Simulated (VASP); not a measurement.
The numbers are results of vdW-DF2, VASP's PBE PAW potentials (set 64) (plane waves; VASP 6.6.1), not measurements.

A VASP calculation is set up with these files.

**KPOINTS**
```
K-points
0
Gamma
6 6 3
```

INCAR:
```
SYSTEM=MgI2
PREC=Accurate; ENCUT=520; LREAL=.False.
LASPH=.True.
EDIFF=1E-6; NELM=100; ALGO=Normal
LMAXMIX=4
ISMEAR=0; SIGMA=0.05
GGA=ML; LUSE_VDW=.True.; AGGAC=0.0
ZAB_VDW=-1.8867
IBRION=2; NSW=60; ISIF=3
EDIFFG=-0.02
LWAVE=.False.; LCHARG=.False.
```

### POSCAR
```
MgI2
1
    2.0648266241    -3.5763842023     0.0000000000
    2.0648266241     3.5763842023    -0.0000000000
   -0.0000000000    -0.0000000000     6.8937153843
Mg I
1 2
Direct
  1.0000000000   0.0000000000   0.0000000000
  0.3333330000   0.6666670000   0.2417661996
  0.6666670000   0.3333330000   0.7582338004
```

POTCAR, in this order: Mg I (PBE.64 set). Program: vasp_std.

Output

**OUTCAR**
```
 ion  position               nearest neighbor table
   1  0.000  0.000  0.000-   2 2.91   3 2.91   3 2.91   2 2.91   3 2.91   2 2.91
   2  0.333  0.667  0.242-   1 2.91   1 2.91   1 2.91
   3  0.667  0.333  0.758-   1 2.91   1 2.91   1 2.91
  LATTYP: Found a hexagonal cell.
 ALAT       =     4.1296528849
 C/A-ratio  =     1.6693207822
 Subroutine PRICEL returns:
 Original cell was already a primitive cell.
 Subroutine GETGRP returns: Found 12 space group operations
The static configuration has the point symmetry D_3d.
The dynamic configuration has the point symmetry D_3d.
 Subroutine INISYM returns: Found 12 space group operations
 Subroutine IBZKPT returns following result:
 Found     17 irreducible k-points:

 Following reciprocal coordinates:
            Coordinates               Weight
  0.000000  0.000000  0.000000      1.000000
  0.166667  0.000000  0.000000      6.000000
  0.333333  0.000000  0.000000      6.000000
  0.500000  0.000000  0.000000      3.000000
  0.166667  0.166667  0.000000      6.000000
  0.333333  0.166667  0.000000     12.000000
  0.333333  0.333333  0.000000      2.000000
...
```

### OSZICAR
```
...
DAV:   6    -0.216964630379E+01    0.99768E-04   -0.30451E-04   492   0.127E-01    0.958E-02
DAV:   7    -0.216958841774E+01    0.57886E-04   -0.11117E-04   488   0.745E-02    0.475E-02
DAV:   8    -0.216958891362E+01   -0.49588E-06   -0.12097E-05   500   0.248E-02    0.353E-02
DAV:   9    -0.216958959130E+01   -0.67767E-06   -0.74336E-07   260   0.675E-03
   2 F= -.21695896E+01 E0= -.21695896E+01  d E =-.964606E-01
       N       E                     dE             d eps       ncg     rms          rms(c)
DAV:   1    -0.217509781306E+01   -0.55089E-02   -0.81499E-02   452   0.148E+00    0.343E-01
DAV:   2    -0.217109296045E+01    0.40049E-02   -0.70285E-03   416   0.477E-01    0.133E-01
DAV:   3    -0.217032649693E+01    0.76646E-03   -0.27391E-03   428   0.257E-01    0.950E-02
DAV:   4    -0.217031400739E+01    0.12490E-04   -0.47566E-05   568   0.544E-02    0.862E-02
DAV:   5    -0.217028365564E+01    0.30352E-04   -0.54529E-05   468   0.469E-02    0.233E-02
DAV:   6    -0.217028522296E+01   -0.15673E-05   -0.27637E-06   456   0.121E-02    0.736E-03
DAV:   7    -0.217028675497E+01   -0.15320E-05   -0.58965E-07   244   0.594E-03    0.300E-03
DAV:   8    -0.217028682943E+01   -0.74461E-07   -0.13348E-07   212   0.290E-03
   3 F= -.21702868E+01 E0= -.21702868E+01  d E =-.971579E-01
       N       E                     dE             d eps       ncg     rms          rms(c)
DAV:   1    -0.217048789716E+01   -0.20114E-03   -0.38130E-03   452   0.319E-01    0.744E-02
DAV:   2    -0.217030273060E+01    0.18517E-03   -0.33080E-04   416   0.104E-01    0.298E-02
DAV:   3    -0.217026439528E+01    0.38335E-04   -0.12811E-04   428   0.557E-02    0.204E-02
DAV:   4    -0.217026275066E+01    0.16446E-05   -0.18965E-06   368   0.117E-02    0.174E-02
DAV:   5    -0.217026045336E+01    0.22973E-05   -0.37057E-06   464   0.127E-02    0.400E-03
DAV:   6    -0.217026034815E+01    0.10521E-06   -0.16983E-07   212   0.330E-03
   4 F= -.21702603E+01 E0= -.21702603E+01  d E =-.971314E-01
       N       E                     dE             d eps       ncg     rms          rms(c)
DAV:   1    -0.217418640806E+01   -0.39260E-02   -0.10384E-01   440   0.184E+00    0.162E-01
DAV:   2    -0.217321794964E+01    0.96846E-03   -0.29815E-03   468   0.394E-01    0.936E-02
DAV:   3    -0.217267689035E+01    0.54106E-03   -0.90494E-04   484   0.186E-01    0.321E-02
DAV:   4    -0.217265486674E+01    0.22024E-04   -0.10583E-04   488   0.672E-02    0.303E-02
DAV:   5    -0.217265153186E+01    0.33349E-05   -0.60284E-06   488   0.173E-02    0.150E-02
DAV:   6    -0.217265094302E+01    0.58884E-06   -0.31589E-06   476   0.143E-02
   5 F= -.21726509E+01 E0= -.21726509E+01  d E =-.239059E-02
       N       E                     dE             d eps       ncg     rms          rms(c)
DAV:   1    -0.217770856335E+01   -0.50570E-02   -0.24660E-01   436   0.284E+00    0.248E-01
DAV:   2    -0.217543097162E+01    0.22776E-02   -0.70280E-03   476   0.606E-01    0.144E-01
DAV:   3    -0.217415865850E+01    0.12723E-02   -0.21577E-03   484   0.288E-01    0.491E-02
DAV:   4    -0.217411015690E+01    0.48502E-04   -0.24808E-04   484   0.103E-01    0.466E-02
DAV:   5    -0.217410224154E+01    0.79154E-05   -0.14316E-05   488   0.268E-02    0.233E-02
DAV:   6    -0.217410042816E+01    0.18134E-05   -0.77443E-06   468   0.226E-02    0.427E-03
DAV:   7    -0.217410092116E+01   -0.49300E-06   -0.72656E-07   312   0.823E-03
   6 F= -.21741009E+01 E0= -.21741009E+01  d E =-.384057E-02
       N       E                     dE             d eps       ncg     rms          rms(c)
DAV:   1    -0.217410987588E+01   -0.94477E-05   -0.41532E-04   436   0.117E-01    0.105E-02
DAV:   2    -0.217410606087E+01    0.38150E-05   -0.11966E-05   480   0.249E-02    0.600E-03
DAV:   3    -0.217410388858E+01    0.21723E-05   -0.36353E-06   480   0.119E-02    0.197E-03
DAV:   4    -0.217410369614E+01    0.19244E-06   -0.35334E-07   208   0.427E-03
   7 F= -.21741037E+01 E0= -.21741037E+01  d E =-.384335E-02
       N       E                     dE             d eps       ncg     rms          rms(c)
DAV:   1    -0.217435213086E+01   -0.24824E-03   -0.11155E-02   408   0.608E-01    0.502E-02
DAV:   2    -0.217428776711E+01    0.64364E-04   -0.44473E-04   452   0.148E-01    0.311E-02
DAV:   3    -0.217426047868E+01    0.27288E-04   -0.62017E-05   460   0.442E-02    0.980E-03
DAV:   4    -0.217425851275E+01    0.19659E-05   -0.65035E-06   472   0.164E-02    0.940E-03
DAV:   5    -0.217425845829E+01    0.54465E-07   -0.14424E-06   296   0.936E-03
   8 F= -.21742585E+01 E0= -.21742585E+01  d E =-.154762E-03
       N       E                     dE             d eps       ncg     rms          rms(c)
DAV:   1    -0.217434752375E+01   -0.89011E-04   -0.50498E-03   408   0.409E-01    0.340E-02
DAV:   2    -0.217431876474E+01    0.28759E-04   -0.19967E-04   464   0.991E-02    0.206E-02
DAV:   3    -0.217430666906E+01    0.12096E-04   -0.27898E-05   460   0.297E-02    0.646E-03
DAV:   4    -0.217430606064E+01    0.60843E-06   -0.29504E-06   428   0.112E-02
   9 F= -.21743061E+01 E0= -.21743061E+01  d E =-.202364E-03
       N       E                     dE             d eps       ncg     rms          rms(c)
DAV:   1    -0.217443320579E+01   -0.12654E-03   -0.20050E-02   408   0.815E-01    0.674E-02
DAV:   2    -0.217431917151E+01    0.11403E-03   -0.79296E-04   464   0.197E-01    0.405E-02
DAV:   3    -0.217426968504E+01    0.49486E-04   -0.11117E-04   460   0.593E-02    0.130E-02
DAV:   4    -0.217426553752E+01    0.41475E-05   -0.11920E-05   492   0.222E-02    0.131E-02
DAV:   5    -0.217426513549E+01    0.40203E-06   -0.26227E-06   340   0.128E-02
  10 F= -.21742651E+01 E0= -.21742651E+01  d E =-.161439E-03
       N       E                     dE             d eps       ncg     rms          rms(c)
DAV:   1    -0.217440693984E+01   -0.14140E-03   -0.10355E-02   408   0.585E-01    0.486E-02
DAV:   2    -0.217434684748E+01    0.60092E-04   -0.41757E-04   456   0.143E-01    0.302E-02
DAV:   3    -0.217431918899E+01    0.27658E-04   -0.57355E-05   464   0.427E-02    0.963E-03
DAV:   4    -0.217431450256E+01    0.46864E-05   -0.63573E-06   468   0.161E-02    0.902E-03
DAV:   5    -0.217431315429E+01    0.13483E-05   -0.13228E-06   292   0.893E-03    0.239E-03
DAV:   6    -0.217431302783E+01    0.12646E-06   -0.38274E-07   204   0.523E-03
  11 F= -.21743130E+01 E0= -.21743130E+01  d E =-.209332E-03
       N       E                     dE             d eps       ncg     rms          rms(c)
DAV:   1    -0.217449053275E+01   -0.17738E-03   -0.62786E-03   408   0.437E-01    0.454E-02
DAV:   2    -0.217443989002E+01    0.50643E-04   -0.23884E-04   448   0.103E-01    0.224E-02
DAV:   3    -0.217441661231E+01    0.23278E-04   -0.43751E-05   476   0.360E-02    0.110E-02
DAV:   4    -0.217441335252E+01    0.32598E-05   -0.37390E-06   480   0.129E-02    0.941E-03
DAV:   5    -0.217441228763E+01    0.10649E-05   -0.13079E-06   348   0.891E-03    0.103E-03
DAV:   6    -0.217441225438E+01    0.33251E-07   -0.29193E-07   208   0.441E-03
  12 F= -.21744123E+01 E0= -.21744123E+01  d E =-.992266E-04
       N       E                     dE             d eps       ncg     rms          rms(c)
DAV:   1    -0.217531451592E+01   -0.90223E-03   -0.56269E-02   408   0.131E+00    0.135E-01
DAV:   2    -0.217485343253E+01    0.46108E-03   -0.21422E-03   448   0.310E-01    0.672E-02
DAV:   3    -0.217464983869E+01    0.20359E-03   -0.39137E-04   476   0.108E-01    0.328E-02
DAV:   4    -0.217462469109E+01    0.25148E-04   -0.34181E-05   500   0.387E-02    0.285E-02
DAV:   5    -0.217461707464E+01    0.76164E-05   -0.13584E-05   492   0.266E-02    0.357E-03
DAV:   6    -0.217461701546E+01    0.59186E-07   -0.10238E-06   288   0.737E-03
  13 F= -.21746170E+01 E0= -.21746170E+01  d E =-.303988E-03
```

### OUTCAR
```
------------------------ aborting loop because EDIFF is reached ----------------------------------------
  FORCE on cell =-STRESS in cart. coord.  units (eV):
  Direction    XX          YY          ZZ          XY          YZ          ZX
  --------------------------------------------------------------------------------------
  Total        0.0308883      0.0308883      0.0326078      0.0000000      0.0000000      0.0000000
  in kB        0.4401276      0.4401275      0.4646290      0.0000000      0.0000000      0.0000000
  external PRESSURE =       0.4482947 kB  Pullay stress =       0.0000000 kB
  volume of cell :      112.44
      direct lattice vectors                 reciprocal lattice vectors
     2.147368969 -3.719351687  0.000000000     0.232843078 -0.134432031  0.000000000
     2.147368969  3.719351687  0.000000000     0.232843078  0.134432031  0.000000000
     0.000000000  0.000000000  7.039170867    -0.000000000 -0.000000000  0.142062186
 POSITION                                       TOTAL-FORCE (eV/Angst)
 -----------------------------------------------------------------------------------
      0.00000     -0.00000      0.00000        -0.000000      0.000000      0.000000
      2.14737      1.23979      1.69529         0.000000      0.000000     -0.005875
      2.14737     -1.23979      5.34388         0.000000     -0.000000      0.005875
 -----------------------------------------------------------------------------------
    total drift:                                0.000000     -0.000000      0.000000
  FREE ENERGIE OF THE ION-ELECTRON SYSTEM (eV)
  ---------------------------------------------------
  free  energy   TOTEN  =        -2.1746170155 eV

  energy  without entropy=       -2.1746170155  energy(sigma->0) =       -2.17461702

 reached required accuracy - stopping structural energy minimisation
```
(Selected blocks of OUTCAR.)

CONTCAR:
```
MgI2
   1.00000000000000
     2.1473689691075060   -3.7193516870207382    0.0000000000000000
     2.1473689691075060    3.7193516870207382    0.0000000000000000
     0.0000000000000000    0.0000000000000000    7.0391708671440574
  Mg              I
     1     2
Direct
     0.0000000000000000    0.0000000000000000    0.0000000000000000
     0.3333330000000032    0.6666669999999968    0.2408371909784884
     0.6666669999999968    0.3333330000000032    0.7591628090215115
```

Energy and stress use the plane-wave basis of the starting cell.

The compound is MgI2 in the 1T layered structure. This run relaxes it. Symmetry was kept, so distortions that lower it aren't found. The start is the result of an earlier pass.
